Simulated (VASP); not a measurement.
Level of theory: RPBE GGA, VASP's PBE PAW potentials (set 64) (plane waves; VASP).

A VASP calculation is set up with these files.

POSCAR:
```
NaI
1
    0.0000000000     3.3523602638     3.3523602638
    3.3523602638     0.0000000000     3.3523602638
    3.3523602638     3.3523602638     0.0000000000
Na I
1 1
Direct
  0.0000000000   0.0000000000   0.0000000000
  0.5000000000   0.5000000000   0.5000000000
```

**INCAR**
```
SYSTEM=NaI
PREC=Accurate; ENCUT=520; LREAL=.FALSE.
LASPH=.TRUE.; ICHARG=11
EDIFF=1E-7; NELM=100; ALGO=Normal
LMAXMIX=4
ISMEAR=0; SIGMA=0.05
GGA=RP
LWAVE=.FALSE.; LCHARG=.FALSE.; LORBIT=11
```

**KPOINTS**
```
k-points along high-symmetry lines
15
Line-mode
Reciprocal
  0.000000   0.000000   0.000000 ! GAMMA
  0.500000   0.000000   0.500000 ! X

  0.500000   0.000000   0.500000 ! X
  0.625000   0.250000   0.625000 ! U

  0.375000   0.375000   0.750000 ! K
  0.000000   0.000000   0.000000 ! GAMMA

  0.000000   0.000000   0.000000 ! GAMMA
  0.500000   0.500000   0.500000 ! L

  0.500000   0.500000   0.500000 ! L
  0.500000   0.250000   0.750000 ! W

  0.500000   0.250000   0.750000 ! W
  0.500000   0.000000   0.500000 ! X
```

POTCAR, in this order: Na_pv I (PBE.64 set). Program: vasp_std. Read from the step before: CHGCAR.

What VASP printed:

OUTCAR:
```
 ion  position               nearest neighbor table
   1  0.000  0.000  0.000-
   2  0.500  0.500  0.500-
  LATTYP: Found a face centered cubic cell.
 ALAT       =     6.7047205276
 Subroutine PRICEL returns:
 Original cell was already a primitive cell.
 Subroutine GETGRP returns: Found 48 space group operations
The static configuration has the point symmetry O_h .
The dynamic configuration has the point symmetry O_h .
 Subroutine INISYM returns: Found 48 space group operations
   k-points           NKPTS =     90   k-points in BZ     NKDIM =     90   number of bands    NBANDS=     11
   number of dos      NEDOS =    301   number of ions     NIONS =      2
   total plane-waves  NPLWV =  46656
   dimension x,y,z NGX =    36 NGY =   36 NGZ =   36
   dimension x,y,z NGXF=    72 NGYF=   72 NGZF=   72
   ions per type =               1   1
   PREC   = accura    normal or accurate (medium, high low for compatibility)
   ISTART =      0    job   : 0-new  1-cont  2-samecut
   ICHARG =     11    charge: 1-file 2-atom 10-const
   ISPIN  =      1    spin polarized calculation?
   LNONCOLLINEAR =      F non collinear calculations
   LSORBIT =      F    spin-orbit coupling
   INIWAV =      1    electr: 0-lowe 1-rand  2-diag
   ENCUT  =  520.0 eV  38.22 Ry    6.18 a.u.   8.82  8.82  8.82*2*pi/ulx,y,z
   NELM   =    100;   NELMIN=  2; NELMDL= -5     # of ELM steps
   EDIFF  = 0.1E-06   stopping-criterion for ELM
   LREAL  =      F    real-space projection
   NLSPLINE    = F    spline interpolate recip. space projectors
   LMAXMIX     =    4 max onsite mixed and CHGCAR
   VOSKOWN=      0    Vosko Wilk Nusair interpolation
   EDIFFG = 0.1E-05   stopping-criterion for IOM
   NSW    =      0    number of steps for IOM
   NBLOCK =      1;   KBLOCK =      1    inner block; outer block
   IBRION =     -1    ionic relax: 0-MD 1-quasi-New 2-CG
   NFREE  =      0    steps in history (QN), initial steepest desc. (CG)
   ISIF   =      2    stress and relaxation
   ISYM   =      2    0-nonsym 1-usesym 2-fastsym
   TEIN   =    0.0    initial temperature
   TEBEG  =    0.0;   TEEND  =   0.0 temperature during run
   SMASS  =  -3.00    Nose mass-parameter (am)
   PSTRESS=    0.0 pullay stress
   NELECT =      14.0000    total number of electrons
   EFERMI =   0.00;   METHOD = LEGACY
   ISMEAR =     0;   SIGMA  =   0.05  broadening in eV -4-tet -1-fermi 0-gaus
   IALGO  =     38    algorithm
   LDIAG  =      T    sub-space diagonalisation (order eigenvalues)
   IMIX   =      4    mixing-type and parameters
     AMIX     =   0.40;   BMIX     =  1.00
     AMIX_MAG =   1.60;   BMIX_MAG =  1.00
     AMIN     =   0.10
   GGA     = RP    functional components
   VOSKOWN =     0    Vosko Wilk Nusair interpolation
   LHFCALC =     F    Hartree Fock is set to
   LHFONE  =     F    Hartree Fock one center treatment
   AEXX    =    0.0000 exact exchange contribution
   IVDW    =     0    specifies the selected vdW correction
   LEPSILON=     F    determine dielectric tensor
   LRPA    =     F    only Hartree local field effects (RPA)
  energy-cutoff  :      520.00
  volume of cell :       75.35
      direct lattice vectors                 reciprocal lattice vectors
     0.000000000  3.352360264  3.352360264    -0.149148648  0.149148648  0.149148648
     3.352360264  0.000000000  3.352360264     0.149148648 -0.149148648  0.149148648
     3.352360264  3.352360264  0.000000000     0.149148648  0.149148648 -0.149148648
 k-point     1 :   0.0000 0.0000 0.0000  plane waves:    2085
 k-point     2 :   0.0357 0.0000 0.0357  plane waves:    2037
 k-point     3 :   0.0714 0.0000 0.0714  plane waves:    2033
 k-point     4 :   0.1071 0.0000 0.1071  plane waves:    2029
 k-point     5 :   0.1429 0.0000 0.1429  plane waves:    2021
 k-point     6 :   0.1786 0.0000 0.1786  plane waves:    2017
 k-point     7 :   0.2143 0.0000 0.2143  plane waves:    2009
 k-point     8 :   0.2500 0.0000 0.2500  plane waves:    2020
 k-point     9 :   0.2857 0.0000 0.2857  plane waves:    2032
 k-point    10 :   0.3214 0.0000 0.3214  plane waves:    2036
...
```

**OSZICAR**
```
       N       E                     dE             d eps       ncg     rms          rms(c)
DAV:   1     0.761157393871E+02    0.76116E+02   -0.67473E+03  1980   0.111E+03
DAV:   2     0.179620348543E+01   -0.74320E+02   -0.69696E+02  2137   0.226E+02
DAV:   3    -0.450906055955E+01   -0.63053E+01   -0.61607E+01  2461   0.678E+01
DAV:   4    -0.470002410679E+01   -0.19096E+00   -0.19085E+00  2407   0.121E+01
DAV:   5    -0.470505115811E+01   -0.50271E-02   -0.50269E-02  2411   0.203E+00
DAV:   6    -0.470524520050E+01   -0.19404E-03   -0.19404E-03  2766   0.389E-01
DAV:   7    -0.470524831701E+01   -0.31165E-05   -0.31165E-05  2445   0.396E-02
DAV:   8    -0.470524847245E+01   -0.15544E-06   -0.15544E-06  2021   0.718E-03
DAV:   9    -0.470524847486E+01   -0.24106E-08   -0.24003E-08  1526   0.137E-03
   1 F= -.47052485E+01 E0= -.47052485E+01  d E =-.218550E-18
```

**OUTCAR**
```
 val. band max:        0.2323121302   @ k =   0.0000   0.0000   0.0000

 cond. band min:       3.8750022200   @ k =   0.0000   0.0000   0.0000



 k-point     1 :       0.0000    0.0000    0.0000
  band No.  band energies     occupation
      1     -22.3854      2.00000
      2     -22.3854      2.00000
      3     -22.3854      2.00000
      4     -10.4931      2.00000
      5       0.2323      2.00000
      6       0.2323      2.00000
      7       0.2323      2.00000
      8       3.8750      0.00000
      9       8.2747      0.00000
     10       8.2747      0.00000
     11       8.2747      0.00000

 k-point     2 :       0.0357    0.0000    0.0357
  band No.  band energies     occupation
      1     -22.3854      2.00000
      2     -22.3854      2.00000
      3     -22.3854      2.00000
      4     -10.4896      2.00000
      5       0.1961      2.00000
      6       0.2236      2.00000
      7       0.2236      2.00000
      8       3.9315      0.00000
      9       8.2105      0.00000
     10       8.2994      0.00000
     11       8.2994      0.00000

 k-point     3 :       0.0714    0.0000    0.0714
  band No.  band energies     occupation
      1     -22.3855      2.00000
      2     -22.3854      2.00000
      3     -22.3854      2.00000
      4     -10.4793      2.00000
      5       0.0952      2.00000
      6       0.1983      2.00000
      7       0.1983      2.00000
      8       4.0918      0.00000
      9       8.0422      0.00000
     10       8.3724      0.00000
     11       8.3725      0.00000

 k-point     4 :       0.1071    0.0000    0.1071
  band No.  band energies     occupation
      1     -22.3857      2.00000
      2     -22.3855      2.00000
      3     -22.3855      2.00000
      4     -10.4626      2.00000
      5      -0.0519      2.00000
      6       0.1582      2.00000
      7       0.1582      2.00000
      8       4.3328      0.00000
      9       7.8162      0.00000
     10       8.4913      0.00000
...
```

The density is held fixed in this step, so its total energy and stress have no physical meaning. Unless said otherwise, spin-orbit coupling is left out, though it shifts the bands of the heavy elements here.

The compound is NaI in the rock salt structure. It was relaxed first, which changed the volume by +11 %.
